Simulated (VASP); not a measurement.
# Lattice vibrations of ZrC, part 3 of 3

Aim: the phonon dispersion and thermal properties of ZrC. The start is a cell from a database of measured crystal structures.

VASP 6.6.1; LDA; plane waves and PAW (Zr_sv, C).

So far. Step 3 (Relax the host again, on a new basis): The start already met the threshold, so nothing moved. Step 4 (Tight relaxation): The run ended after 3 ionic steps, 0.000 eV below its first step, once forces and stress met EDIFFG = -0.002.

The database entry behind the starting cell differs from later determinations by our own check (an axis about 0.7 % long against later determinations), so it need not match the best structure at ambient conditions.

## 5. Force constants in the supercell

System of this step: ZrC. The cell holds 54 atoms: 27 Zr and 27 C. Cell: a = 9.855 Å, b = 9.855 Å, c = 9.855 Å, α = 60.0°, β = 60.0°, γ = 60.0°. It derives from ZrC.

Each independent atom is moved by 0.015 Å both ways; the forces give the force constants out to half the supercell.

Input file INCAR:

```
SYSTEM = ZrC
PREC = Accurate
ENCUT = 480
EDIFF = 1E-07
NELM = 120
ISMEAR = 1
SIGMA = 0.2
LREAL = Auto
ALGO = Fast
GGA = CA
NBANDS = 256
LASPH = .TRUE.
LWAVE = .FALSE.
LCHARG = .FALSE.
KPAR = 4
IBRION = 6
NSW = 1
NFREE = 2
POTIM = 0.015
ISIF = 0
ADDGRID = .TRUE.
```

Input file POSCAR:

```
ZrC
1.0
    0.0000000000      6.9688673151      6.9688673151
    6.9688673151      0.0000000000      6.9688673151
    6.9688673151      6.9688673151      0.0000000000
Zr C
27 27
Direct
    0.1666666667      0.1666666667      0.1666666667
    0.1666666667      0.1666666667      0.5000000000
    0.1666666667      0.1666666667      0.8333333333
    0.1666666667      0.5000000000      0.1666666667
    0.1666666667      0.5000000000      0.5000000000
    0.1666666667      0.5000000000      0.8333333333
    0.1666666667      0.8333333333      0.1666666667
    0.1666666667      0.8333333333      0.5000000000
    0.1666666667      0.8333333333      0.8333333333
    0.5000000000      0.1666666667      0.1666666667
    0.5000000000      0.1666666667      0.5000000000
    0.5000000000      0.1666666667      0.8333333333
    0.5000000000      0.5000000000      0.1666666667
    0.5000000000      0.5000000000      0.5000000000
    0.5000000000      0.5000000000      0.8333333333
    0.5000000000      0.8333333333      0.1666666667
    0.5000000000      0.8333333333      0.5000000000
    0.5000000000      0.8333333333      0.8333333333
    0.8333333333      0.1666666667      0.1666666667
    0.8333333333      0.1666666667      0.5000000000
    0.8333333333      0.1666666667      0.8333333333
    0.8333333333      0.5000000000      0.1666666667
    0.8333333333      0.5000000000      0.5000000000
    0.8333333333      0.5000000000      0.8333333333
    0.8333333333      0.8333333333      0.1666666667
    0.8333333333      0.8333333333      0.5000000000
    0.8333333333      0.8333333333      0.8333333333
    0.0000000000      0.0000000000      0.0000000000
    0.0000000000      0.0000000000      0.3333333333
    0.0000000000      0.0000000000      0.6666666667
    0.0000000000      0.3333333333      0.0000000000
    0.0000000000      0.3333333333      0.3333333333
    0.0000000000      0.3333333333      0.6666666667
    0.0000000000      0.6666666667      0.0000000000
    0.0000000000      0.6666666667      0.3333333333
    0.0000000000      0.6666666667      0.6666666667
    0.3333333333      0.0000000000      0.0000000000
    0.3333333333      0.0000000000      0.3333333333
    0.3333333333      0.0000000000      0.6666666667
    0.3333333333      0.3333333333      0.0000000000
    0.3333333333      0.3333333333      0.3333333333
    0.3333333333      0.3333333333      0.6666666667
    0.3333333333      0.6666666667      0.0000000000
    0.3333333333      0.6666666667      0.3333333333
    0.3333333333      0.6666666667      0.6666666667
    0.6666666667      0.0000000000      0.0000000000
    0.6666666667      0.0000000000      0.3333333333
    0.6666666667      0.0000000000      0.6666666667
    0.6666666667      0.3333333333      0.0000000000
    0.6666666667      0.3333333333      0.3333333333
    0.6666666667      0.3333333333      0.6666666667
    0.6666666667      0.6666666667      0.0000000000
    0.6666666667      0.6666666667      0.3333333333
    0.6666666667      0.6666666667      0.6666666667
```

Input file KPOINTS:

```
Automatic mesh
0
Gamma
4 4 4
0 0 0
```

The projector-augmented-wave data sets are Zr_sv and C (LDA family, release 64).

Started as:

```
mpirun -np 4 vasp_std
```

What it wrote:

```text
[banner, memory and clock lines left out]
running    4 mpi-ranks, on    1 nodes
[...]
LDA part: xc-table for (Slater(with rela. corr.)+CA(PZ))
 , standard interpolation
 POSCAR, INCAR and KPOINTS ok, starting setup
[...]
entering main loop
       N       E                     dE             d eps       ncg     rms          rms(c)
DAV:   1     0.425944751295E+04    0.42594E+04   -0.21767E+05  4096   0.162E+03
DAV:   2    -0.160855701914E+03   -0.44203E+04   -0.42657E+04  4592   0.494E+02
DAV:   3    -0.629433354680E+03   -0.46858E+03   -0.45571E+03  6064   0.129E+02
DAV:   4    -0.664843313443E+03   -0.35410E+02   -0.35328E+02  5808   0.304E+01
DAV:   5    -0.667223231365E+03   -0.23799E+01   -0.23796E+01  5704   0.701E+00    0.114E+02
RMM:   6    -0.571524887834E+03    0.95698E+02   -0.51460E+02  4536   0.287E+01    0.531E+01
RMM:   7    -0.573940523198E+03   -0.24156E+01   -0.57997E+01  5082   0.115E+01    0.234E+01
WARNING in EDDRMM: call to ZHEGV failed, returncode =   6  3    111
RMM:   8    -0.574090145141E+03   -0.14962E+00   -0.10213E+01  5520   0.448E+00    0.278E+00
RMM:   9    -0.574455088756E+03   -0.36494E+00   -0.51372E+00  6245   0.234E+00    0.232E+00
RMM:  10    -0.574459859928E+03   -0.47712E-02   -0.13368E+00  5016   0.184E+00    0.992E-01
RMM:  11    -0.574503080292E+03   -0.43220E-01   -0.56364E-01  5760   0.964E-01    0.949E-01
[...]
RMM:  15    -0.574522319464E+03   -0.10769E-02   -0.12629E-02  6627   0.168E-01    0.150E-01
RMM:  16    -0.574522664218E+03   -0.34475E-03   -0.33454E-03  6988   0.763E-02    0.700E-02
RMM:  17    -0.574522810170E+03   -0.14595E-03   -0.14149E-03  7175   0.489E-02    0.755E-02
WARNING in EDDRMM: call to ZHEGV failed, returncode =   8  4    178
RMM:  18    -0.574522870785E+03   -0.60615E-04   -0.66548E-04  7223   0.335E-02    0.142E-02
WARNING in EDDRMM: call to ZHEGV failed, returncode =   8  4     41
WARNING in EDDRMM: call to ZHEGV failed, returncode =   8  4    193
WARNING in EDDRMM: call to ZHEGV failed, returncode =   6  3     54
WARNING in EDDRMM: call to ZHEGV failed, returncode =   6  3     60
RMM:  19    -0.574522910241E+03   -0.39456E-04   -0.40450E-04  7247   0.218E-02    0.984E-03
 num prob  num prob  num prob  num prob  num prob  num prob  num prob  num prob  num prob  num prob  num prob  num prob  num prob  num prob  num prob  num prob  num prob  num prob WARNING in EDDRMM: call to ZHEGV failed, returncode =   8  4     76
 num prob  num prob  num prob  num prob  num prob  num prob  num prob  num prob  num prob  num prob  num prob  num prob  num prob  num prob  num prob  num prob  num prob  num prob  num prob  num prob RMM:  20    -0.574522928690E+03   -0.18450E-04   -0.19464E-04  6755   0.156E-02    0.543E-03
WARNING in EDDRMM: call to ZHEGV failed, returncode =   8  4     70
[...]
num prob  num prob  num prob  num prob  num prob  num prob  num prob  num prob  num prob  num prob  num prob  num prob  num prob  num prob  num prob  num prob  num prob WARNING in EDDRMM: call to ZHEGV failed, returncode =   8  4    171
 num prob  num prob  num prob  num prob  num prob  num prob  num prob  num prob  num prob  num prob  num prob  num prob  num prob  num prob  num prob  num prob  num prob  num prob  num prob  num prob  num prob  num prob  num prob  num prob  num prob  num prob  num prob  num prob  num prob  num prob  num prob  num prob  num prob  num prob WARNING in EDDRMM: call to ZHEGV failed, returncode =   8  4     85
 num prob  num prob  num prob  num prob  num prob  num prob  num prob  num prob  num prob  num prob  num prob  num prob  num prob WARNING in EDDRMM: call to ZHEGV failed, returncode =   6  3    124
 num prob  num prob  num prob  num prob  num prob  num prob  num prob  num prob  num prob  num prob  num prob  num prob  num prob  num prob  num prob  num prob  num prob  num prob  num prob  num prob  num prob  num prob  num prob  num prob  num prob  num prob  num prob  num prob  num prob  num prob  num prob  num prob  num prob  num prob  num prob WARNING in EDDRMM: call to ZHEGV failed, returncode =   6  3    172
[...]
num prob  num prob  num prob WARNING in EDDRMM: call to ZHEGV failed, returncode =   8  4    111
 num prob  num prob WARNING in EDDRMM: call to ZHEGV failed, returncode =   8  4    116
 num prob WARNING in EDDRMM: call to ZHEGV failed, returncode =   8  4    119
 num prob  num prob  num prob  num prob  num prob  num prob  num prob  num prob  num prob  num prob  num prob  num prob  num prob  num prob  num prob  num prob  num prob  num prob  num prob  num prob  num prob  num prob  num prob WARNING in EDDRMM: call to ZHEGV failed, returncode =   6  3    148
[...]
num prob WARNING in EDDRMM: call to ZHEGV failed, returncode =   6  3    154
 num prob WARNING in EDDRMM: call to ZHEGV failed, returncode =   6  3    157
[...]
num prob  num prob  num prob  num prob  num prob  num prob  num prob  num prob  num prob  num prob  num prob  num prob  num prob  num prob  num prob  num prob  num prob  num prob  num prob  num prob  num prob  num prob  num prob  num prob  num prob  num prob  num prob  num prob  num prob  num prob  num prob  num prob  num prob  num prob  num prob  num prob  num prob  num prob WARNING in EDDRMM: call to ZHEGV failed, returncode =   8  4    133
 num prob  num prob  num prob  num prob  num prob  num prob  num prob WARNING in EDDRMM: call to ZHEGV failed, returncode =   8  4    146
   4 F= -.57452158E+03 E0= -.57451446E+03  d E =-.213467E-01
 Finite differences progress:
  Degree of freedom:   2/  2
  Displacement:        1/  2
  Total:               3/  4
[...]
N       E                     dE             d eps       ncg     rms          rms(c)
DAV:   1    -0.574522780971E+03   -0.12010E-02   -0.17610E+00  6848   0.203E+00    0.395E-01
RMM:   2    -0.574521489310E+03    0.12917E-02   -0.10904E-02  7518   0.168E-01    0.221E-01
RMM:   3    -0.574521370059E+03    0.11925E-03   -0.56276E-03  8096   0.939E-02    0.522E-02
WARNING in EDDRMM: call to ZHEGV failed, returncode =   8  4    111
WARNING in EDDRMM: call to ZHEGV failed, returncode =   6  3    141
RMM:   4    -0.574521508097E+03   -0.13804E-03   -0.18684E-03  9594   0.446E-02    0.261E-02
RMM:   5    -0.574521555948E+03   -0.47851E-04   -0.57737E-04 10574   0.220E-02    0.143E-02
```

It took 3.2 h on 4 MPI ranks of AMD EPYC 7R43, shared host.

The run was stopped at its time limit, so it gives no result of its own.

## 6. What came out

| Property | Result |
| --- | --- |
| result | none |

**Reading.** The session ends without its result: «force constants in the supercell» met its time limit.

[Lines on the potential files, build, host, timing and source positions are cut from VASP's logs without a mark.]

[Logs are printed without paths, hosts, clocks, repeated set-up lines and the standing remarks that a program may print on its own settings, such as how far it seeks lower states.]

[Hosts, paths, dates, database ids (printed as entryN), source tags and the programs' standing remarks are cut or masked in the printed files.]

[Runs that stopped without an error message from VASP are left out.]
